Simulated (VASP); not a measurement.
Data:

```yaml
crystal:
  lattice:
    - [0.00000, 3.02873, 3.02873]
    - [3.02873, 0.00000, 3.02873]
    - [3.02873, 3.02873, 0.00000]
  atoms:
    - { symbol: Sn, position: [0.00000, 0.00000, 0.00000] }
    - { symbol: Se, position: [0.50000, 0.50000, 0.50000] }
```

Level of theory: HSE06 screened hybrid, VASP's PBE PAW potentials (set 64) (plane waves; VASP). Run with 400 eV cut-off, 6×6×6 Γ-centred mesh, Gaussian smearing of 0.050 eV, potentials Sn_d Se.

Question: Give the stress tensor in GPa (positive for a compressed cell).

Answer: 
```
-1.60   0.00   0.00
 0.00  -1.60   0.00
 0.00   0.00  -1.60
```
The pressure is its mean diagonal, -1.60 GPa.

The structure comes from a computed database's SnSe entry (Fm-3m); how it stands against other phases isn't given here. It was relaxed first. The cell's shape comes from a PBE relaxation.
